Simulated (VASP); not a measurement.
Si:

```xyz
2
Lattice="0.0000 2.7219 2.7219 2.7219 0.0000 2.7219 2.7219 2.7219 0.0000" Properties=species:S:1:pos:R:3 pbc="T T T"
Si    1.3609    1.3609    1.3609
Si    0.0000    0.0000    0.0000
```

Base run:

* Program: VASP 6.6.1
* Functional: r2SCAN
* Potentials or basis: VASP PAW PBE potentials, release 64 (Si)
* Cutoff: 520 eV
* k mesh: 6 × 6 × 6
* Occupations: gaussian, width 0.1 eV
* Spin: no spin polarisation

Its results: band gap on the k mesh 0.93 eV, indirect (least direct gap 2.75 eV); pressure -0.1 GPa.

Question: The run is repeated on the same cell with these changes: k mesh from 6 × 6 × 6 to 8 × 8 × 8; occupations from gaussian, width 0.1 eV to gaussian, width 0.02 eV. What comes out?

Answer: Band gap on the k mesh 0.83 eV, indirect (least direct gap 2.75 eV); pressure -0.2 GPa.

Caveats: the PAW data sets were made with another functional, which shifts forces and pressure a little.

A k mesh can miss the band edges.

Not every run made on this cell is shown here.
